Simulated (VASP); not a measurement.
Calculation: HSE06 screened hybrid, VASP's PBE PAW potentials (set 64) (plane waves; VASP).

The input files of a VASP run:

### KPOINTS
```
Automatic mesh
0
Gamma
4 4 2
0 0 0
```

### INCAR
```
! general
SYSTEM  =SnSe
PREC    =Accurate
ENCUT   =400
LREAL   =.FALSE.
LASPH   =.TRUE.
ISYM    =3

! electronic loop
EDIFF   =1E-6
NELM    =60
ALGO    =Normal
LMAXMIX =4

! smearing
ISMEAR  =0
SIGMA   =0.05

! functional
GGA     =PE
LHFCALC =.TRUE.
AEXX    =0.25
HFSCREEN=0.2
PRECFOCK=Fast

! ions
ISIF    =2

! output
LWAVE   =.FALSE.
LCHARG  =.FALSE.
```

File POSCAR:
```
SnSe
1
    4.3162020049     0.0000000000     0.0000000000
    0.0000000000     4.3162020049     0.0000000000
    0.0000000000     0.0000000000    11.0418828625
Sn Se
2 2
Direct
  0.5000000000   0.0000000000   0.3759404813
  0.0000000000   0.5000000000   0.6240595187
  0.5000000000   0.0000000000   0.6225061542
  0.0000000000   0.5000000000   0.3774938458
```

File KPOINTS_OPT:
```
named points and PBE's band edges
9
Reciprocal
  0.000000   0.000000   0.000000 1 ! GAMMA
  0.000000   0.000000   0.500000 1 ! Z
  0.500000   0.500000   0.000000 1 ! M
  0.500000   0.500000   0.500000 1 ! A
  0.000000   0.500000   0.500000 1 ! R
  0.000000   0.500000   0.000000 1 ! X
  0.000000   0.388890   0.500000 1 ! near an edge
  0.000000   0.333330   0.500000 1 ! near an edge
  0.000000   0.444440   0.500000 1 ! near an edge
```

POTCAR, in this order: Sn_d Se (PBE.64 set). Program: vasp_std. Read from the step before: WAVECAR.

Output

### OUTCAR
```
 ion  position               nearest neighbor table
   1  0.500  0.000  0.376-   3 2.72   4 3.05   4 3.05   4 3.05   4 3.05
   2  0.000  0.500  0.624-   4 2.72   3 3.05   3 3.05   3 3.05   3 3.05
   3  0.500  0.000  0.623-   1 2.72   2 3.05   2 3.05   2 3.05   2 3.05
   4  0.000  0.500  0.377-   2 2.72   1 3.05   1 3.05   1 3.05   1 3.05
  LATTYP: Found a simple tetragonal cell.
 ALAT       =     4.3162020049
 C/A-ratio  =     2.5582405202
 Subroutine PRICEL returns:
 Original cell was already a primitive cell.
 Subroutine GETGRP returns: Found 16 space group operations
The static configuration has the point symmetry D_2d.
 The point group associated with its full space group is D_4h.
The dynamic configuration has the point symmetry D_2d.
 Subroutine INISYM returns: Found 16 space group operations
 Subroutine IBZKPT returns following result:
 Found     12 irreducible k-points:

 Following reciprocal coordinates:
            Coordinates               Weight
  0.000000  0.000000  0.000000      1.000000
  0.250000  0.000000  0.000000      4.000000
  0.500000  0.000000  0.000000      2.000000
  0.250000  0.250000  0.000000      4.000000
  0.500000  0.250000  0.000000      4.000000
  0.500000  0.500000  0.000000      1.000000
  0.000000  0.000000  0.500000      1.000000
  0.250000  0.000000  0.500000      4.000000
  0.500000  0.000000  0.500000      2.000000
  0.250000  0.250000  0.500000      4.000000
  0.500000  0.250000  0.500000      4.000000
  0.500000  0.500000  0.500000      1.000000
 Subroutine IBZKPT_HF returns following result:
   k-points           NKPTS =     12   k-points in BZ     NKDIM =     32   number of bands    NBANDS=     24
   number of dos      NEDOS =    301   number of ions     NIONS =      4
   total plane-waves  NPLWV =  56448
   dimension x,y,z NGX =    28 NGY =   28 NGZ =   72
   dimension x,y,z NGXF=    56 NGYF=   56 NGZF=  144
   ions per type =               2   2
   PREC   = accura    normal or accurate (medium, high low for compatibility)
   ISTART =      1    job   : 0-new  1-cont  2-samecut
   ICHARG =      0    charge: 1-file 2-atom 10-const
   ISPIN  =      1    spin polarized calculation?
   LNONCOLLINEAR =      F non collinear calculations
   LSORBIT =      F    spin-orbit coupling
   INIWAV =      1    electr: 0-lowe 1-rand  2-diag
   ENCUT  =  400.0 eV  29.40 Ry    5.42 a.u.   7.04  7.04 18.01*2*pi/ulx,y,z
   NELM   =     60;   NELMIN=  2; NELMDL=  0     # of ELM steps
   EDIFF  = 0.1E-05   stopping-criterion for ELM
   LREAL  =      F    real-space projection
   NLSPLINE    = F    spline interpolate recip. space projectors
   LMAXMIX     =    4 max onsite mixed and CHGCAR
   VOSKOWN=      0    Vosko Wilk Nusair interpolation
   EDIFFG = 0.1E-04   stopping-criterion for IOM
   NSW    =      0    number of steps for IOM
   NBLOCK =      1;   KBLOCK =      1    inner block; outer block
   IBRION =     -1    ionic relax: 0-MD 1-quasi-New 2-CG
   NFREE  =      0    steps in history (QN), initial steepest desc. (CG)
   ISIF   =      2    stress and relaxation
   ISYM   =      3    0-nonsym 1-usesym 2-fastsym
   TEIN   =    0.0    initial temperature
   TEBEG  =    0.0;   TEEND  =   0.0 temperature during run
   SMASS  =  -3.00    Nose mass-parameter (am)
   PSTRESS=    0.0 pullay stress
   NELECT =      40.0000    total number of electrons
   EFERMI =   0.00;   METHOD = LEGACY
   ISMEAR =     0;   SIGMA  =   0.05  broadening in eV -4-tet -1-fermi 0-gaus
   IALGO  =     38    algorithm
   LDIAG  =      T    sub-space diagonalisation (order eigenvalues)
   IMIX   =      1    mixing-type and parameters
     AMIX     =   0.40;   BMIX     =  1.00
     AMIX_MAG =   1.60;   BMIX_MAG =  1.00
     AMIN     =   0.10
   GGA     = PE    functional components
   VOSKOWN =     0    Vosko Wilk Nusair interpolation
...
```

**OSZICAR**
```
       N       E                     dE             d eps       ncg     rms          rms(c)
DAV:   1    -0.194776790823E+02   -0.19478E+02   -0.10819E+00   600   0.846E+00    0.201E+00
DAV:   2    -0.194920625769E+02   -0.14383E-01   -0.78467E-02   664   0.145E+00    0.134E+00
DAV:   3    -0.194886286810E+02    0.34339E-02   -0.73238E-03   928   0.487E-01    0.809E-01
DAV:   4    -0.194878287590E+02    0.79992E-03   -0.26966E-03   736   0.256E-01    0.469E-01
DAV:   5    -0.194877038143E+02    0.12494E-03   -0.51533E-04   832   0.133E-01    0.264E-01
DAV:   6    -0.194876262170E+02    0.77597E-04   -0.57165E-05   704   0.613E-02    0.145E-01
DAV:   7    -0.194875994923E+02    0.26725E-04   -0.30230E-05   576   0.340E-02    0.762E-02
DAV:   8    -0.194875932516E+02    0.62407E-05   -0.91382E-06   584   0.188E-02    0.403E-02
DAV:   9    -0.194875919091E+02    0.13425E-05   -0.21938E-06   512   0.110E-02    0.220E-02
DAV:  10    -0.194875919139E+02   -0.48040E-08   -0.86351E-07   360   0.708E-03
   1 F= -.19487592E+02 E0= -.19487592E+02  d E =-.158991E-11
       N       E                     dE             ncg
```

### OUTCAR
```
------------------------ aborting loop because EDIFF is reached ----------------------------------------
  FORCE on cell =-STRESS in cart. coord.  units (eV):
  Direction    XX          YY          ZZ          XY          YZ          ZX
  --------------------------------------------------------------------------------------
  Total       -0.8855893     -0.8855893     -1.7529687      0.0000000      0.0000000      0.0000000
  in kB       -6.8975723     -6.8975723    -13.6533145      0.0000000      0.0000000      0.0000000
  external PRESSURE =      -9.1494864 kB  Pullay stress =       0.0000000 kB
  volume of cell :      205.71
      direct lattice vectors                 reciprocal lattice vectors
     4.316202005  0.000000000  0.000000000     0.231685171  0.000000000  0.000000000
     0.000000000  4.316202005  0.000000000     0.000000000  0.231685171  0.000000000
     0.000000000  0.000000000 11.041882862     0.000000000  0.000000000  0.090564264
 POSITION                                       TOTAL-FORCE (eV/Angst)
 -----------------------------------------------------------------------------------
      2.15810      0.00000      4.15109        -0.000000      0.000000      0.262223
      0.00000      2.15810      6.89079         0.000000      0.000000     -0.262223
      2.15810      0.00000      6.87364         0.000000      0.000000     -0.364848
      0.00000      2.15810      4.16824         0.000000      0.000000      0.364848
 -----------------------------------------------------------------------------------
    total drift:                                0.000001      0.000000      0.000001
  FREE ENERGIE OF THE ION-ELECTRON SYSTEM (eV)
  ---------------------------------------------------
  free  energy   TOTEN  =       -19.4875919139 eV

  energy  without entropy=      -19.4875919139  energy(sigma->0) =      -19.48759191

  exchange ACFDT corr.  =         0.00000000  see jH, gK, PRB 81, 115126
```
(Selected blocks of OUTCAR.)

The cell holds a wide vacuum, so values per volume refer to the whole cell.

The cell is a sheet with vacuum, built from a database entry that may be metastable or hypothetical.
